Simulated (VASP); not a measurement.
Output of a VASP run:

**OUTCAR**
```
 ion  position               nearest neighbor table
   1  0.000  0.000  0.000-
  LATTYP: Found a face centered cubic cell.
 ALAT       =     3.5487232486
 Subroutine PRICEL returns:
 Original cell was already a primitive cell.
 Subroutine GETGRP returns: Found 48 space group operations
The static configuration has the point symmetry O_h .
The dynamic configuration has the point symmetry O_h .
 Subroutine INISYM returns: Found 48 space group operations
 Subroutine IBZKPT returns following result:
 Found    256 irreducible k-points:

 Following reciprocal coordinates:
            Coordinates               Weight
  0.000000  0.000000  0.000000      1.000000
  0.050000  0.000000  0.000000      8.000000
  0.100000  0.000000  0.000000      8.000000
  0.150000  0.000000  0.000000      8.000000
  0.200000  0.000000  0.000000      8.000000
  0.250000  0.000000  0.000000      8.000000
  0.300000  0.000000  0.000000      8.000000
  0.350000  0.000000  0.000000      8.000000
  0.400000  0.000000  0.000000      8.000000
  0.450000  0.000000  0.000000      8.000000
  0.500000  0.000000  0.000000      4.000000
  0.050000  0.050000  0.000000      6.000000
  0.100000  0.050000  0.000000     24.000000
  0.150000  0.050000  0.000000     24.000000
  0.200000  0.050000  0.000000     24.000000
  0.250000  0.050000  0.000000     24.000000
  0.300000  0.050000  0.000000     24.000000
  0.350000  0.050000  0.000000     24.000000
  0.400000  0.050000  0.000000     24.000000
  0.450000  0.050000  0.000000     24.000000
  0.500000  0.050000  0.000000     24.000000
 -0.450000  0.050000  0.000000     24.000000
 -0.400000  0.050000  0.000000     24.000000
 -0.350000  0.050000  0.000000     24.000000
 -0.300000  0.050000  0.000000     24.000000
 -0.250000  0.050000  0.000000     24.000000
 -0.200000  0.050000  0.000000     24.000000
 -0.150000  0.050000  0.000000     24.000000
 -0.100000  0.050000  0.000000     24.000000
 -0.050000  0.050000  0.000000     12.000000
  0.100000  0.100000  0.000000      6.000000
  0.150000  0.100000  0.000000     24.000000
  0.200000  0.100000  0.000000     24.000000
  0.250000  0.100000  0.000000     24.000000
  0.300000  0.100000  0.000000     24.000000
  0.350000  0.100000  0.000000     24.000000
  0.400000  0.100000  0.000000     24.000000
  0.450000  0.100000  0.000000     24.000000
  0.500000  0.100000  0.000000     24.000000
 -0.450000  0.100000  0.000000     24.000000
   k-points           NKPTS =    256   k-points in BZ     NKDIM =    256   number of bands    NBANDS=      9
   number of dos      NEDOS =    601   number of ions     NIONS =      1
   total plane-waves  NPLWV =   8000
   dimension x,y,z NGX =    20 NGY =   20 NGZ =   20
   dimension x,y,z NGXF=    40 NGYF=   40 NGZF=   40
   ions per type =               1
   PREC   = accura    normal or accurate (medium, high low for compatibility)
   ISTART =      0    job   : 0-new  1-cont  2-samecut
   ICHARG =      2    charge: 1-file 2-atom 10-const
   ISPIN  =      1    spin polarized calculation?
   LNONCOLLINEAR =      F non collinear calculations
   LSORBIT =      F    spin-orbit coupling
   INIWAV =      1    electr: 0-lowe 1-rand  2-diag
   ENCUT  =  520.0 eV  38.22 Ry    6.18 a.u.   4.67  4.67  4.67*2*pi/ulx,y,z
   NELM   =    100;   NELMIN=  2; NELMDL= -5     # of ELM steps
   EDIFF  = 0.1E-06   stopping-criterion for ELM
   LREAL  =      F    real-space projection
   NLSPLINE    = F    spline interpolate recip. space projectors
   LMAXMIX     =    4 max onsite mixed and CHGCAR
   VOSKOWN=      0    Vosko Wilk Nusair interpolation
   EDIFFG = 0.1E-05   stopping-criterion for IOM
   NSW    =      0    number of steps for IOM
   NBLOCK =      1;   KBLOCK =      1    inner block; outer block
   IBRION =     -1    ionic relax: 0-MD 1-quasi-New 2-CG
   NFREE  =      0    steps in history (QN), initial steepest desc. (CG)
...
```

File OSZICAR:
```
       N       E                     dE             d eps       ncg     rms          rms(c)
DAV:   1     0.260792146112E+02    0.26079E+02   -0.54560E+03  4738   0.198E+03
DAV:   2    -0.127436445670E+02   -0.38823E+02   -0.36723E+02  4639   0.190E+02
DAV:   3    -0.131370605020E+02   -0.39342E+00   -0.39164E+00  5520   0.288E+01
DAV:   4    -0.131392653220E+02   -0.22048E-02   -0.22050E-02  5796   0.183E+00
DAV:   5    -0.131392828971E+02   -0.17575E-04   -0.17585E-04  5473   0.125E-01    0.120E+01
DAV:   6    -0.841728583202E+01    0.47220E+01   -0.79097E+01  4996   0.212E+02    0.982E+00
DAV:   7    -0.560676355516E+01    0.28105E+01   -0.14979E+01  4951   0.948E+01    0.550E-01
DAV:   8    -0.559194344645E+01    0.14820E-01   -0.17763E-01  5920   0.940E+00    0.476E-01
DAV:   9    -0.558569515774E+01    0.62483E-02   -0.74917E-03  4900   0.214E+00    0.296E-01
DAV:  10    -0.558398949576E+01    0.17057E-02   -0.40142E-02  4898   0.511E+00    0.209E-01
DAV:  11    -0.558291369487E+01    0.10758E-02   -0.59384E-03  4936   0.200E+00    0.235E-02
DAV:  12    -0.558290427281E+01    0.94221E-05   -0.12160E-04  5271   0.273E-01    0.569E-03
DAV:  13    -0.558289517691E+01    0.90959E-05   -0.12782E-05  5629   0.817E-02    0.576E-03
DAV:  14    -0.558289004636E+01    0.51305E-05   -0.28627E-06  5382   0.370E-02    0.942E-04
DAV:  15    -0.558288964681E+01    0.39956E-06   -0.53946E-07  4527   0.196E-02    0.710E-04
DAV:  16    -0.558288874273E+01    0.90408E-06   -0.34591E-08  2508   0.498E-03    0.225E-04
DAV:  17    -0.558288785657E+01    0.88616E-06   -0.60071E-09  2393   0.189E-03    0.108E-05
DAV:  18    -0.558288777278E+01    0.83789E-07   -0.11333E-09  2390   0.835E-04
   1 F= -.55828878E+01 E0= -.55828878E+01  d E =0.000000E+00
       N       E                     dE             ncg
```

File OUTCAR:
```
------------------------ aborting loop because EDIFF is reached ----------------------------------------
  FORCE on cell =-STRESS in cart. coord.  units (eV):
  Direction    XX          YY          ZZ          XY          YZ          ZX
  --------------------------------------------------------------------------------------
  Total       -0.0110226     -0.0110226     -0.0110226      0.0000000      0.0000000      0.0000000
  in kB       -1.5806566     -1.5806566     -1.5806566      0.0000000      0.0000000      0.0000000
  external PRESSURE =      -1.5806566 kB  Pullay stress =       0.0000000 kB
  volume of cell :       11.17
      direct lattice vectors                 reciprocal lattice vectors
     0.000000000  1.774361624  1.774361624    -0.281791487  0.281791487  0.281791487
     1.774361624  0.000000000  1.774361624     0.281791487 -0.281791487  0.281791487
     1.774361624  1.774361624  0.000000000     0.281791487  0.281791487 -0.281791487
 POSITION                                       TOTAL-FORCE (eV/Angst)
 -----------------------------------------------------------------------------------
      0.00000      0.00000      0.00000         0.000000      0.000000      0.000000
 -----------------------------------------------------------------------------------
    total drift:                               -0.000000     -0.000000     -0.000000
  FREE ENERGIE OF THE ION-ELECTRON SYSTEM (eV)
  ---------------------------------------------------
  free  energy   TOTEN  =        -5.5828877728 eV

  energy  without entropy=       -5.5828877728  energy(sigma->0) =       -5.58288777

 total charge

# of ion       s       p       d       tot
------------------------------------------
    1        0.503   0.467   9.189  10.159
```
(Selected blocks of OUTCAR.)

**POSCAR**
```
Cu
1
    0.0000000000     1.7743616243     1.7743616243
    1.7743616243     0.0000000000     1.7743616243
    1.7743616243     1.7743616243    -0.0000000000
Cu
1
Direct
  0.0000000000   0.0000000000   0.0000000000
```

### Question
Write an INCAR and KPOINTS that could have produced this output.

### Answer
One answer among several that fit: the input of the run itself, MS2 meta-GGA, plane waves, VASP's PBE PAW potentials (set 64).

**KPOINTS**
```
Automatic mesh
0
Gamma
20 20 20
0 0 0
```

INCAR:
```
SYSTEM = Cu
PREC = Accurate
ENCUT = 520
EDIFF = 1E-7
NELM = 100
ALGO = Normal
LREAL = .FALSE.
LASPH = .TRUE.
ISMEAR = -5
METAGGA = MS2
LMIXTAU = .TRUE.
LMAXMIX = 4
LWAVE = .FALSE.
LCHARG = .FALSE.
LORBIT = 11
NEDOS = 601
ISIF = 2
```

KPOINTS_OPT:
```
k-points along high-symmetry lines
10
Line-mode
Reciprocal
  0.000000   0.000000   0.000000 ! GAMMA
  0.500000   0.000000   0.500000 ! X

  0.500000   0.000000   0.500000 ! X
  0.625000   0.250000   0.625000 ! U

  0.375000   0.375000   0.750000 ! K
  0.000000   0.000000   0.000000 ! GAMMA

  0.000000   0.000000   0.000000 ! GAMMA
  0.500000   0.500000   0.500000 ! L

  0.500000   0.500000   0.500000 ! L
  0.500000   0.250000   0.750000 ! W

  0.500000   0.250000   0.750000 ! W
  0.500000   0.000000   0.500000 ! X
```

POTCAR, in this order: Cu (PBE.64 set). Program: vasp_std.

For a metal the tetrahedron method with Blöchl corrections gives inexact stress and forces.

The compound is Cu in the fcc structure. It was relaxed first, which changed the volume by -5 %.
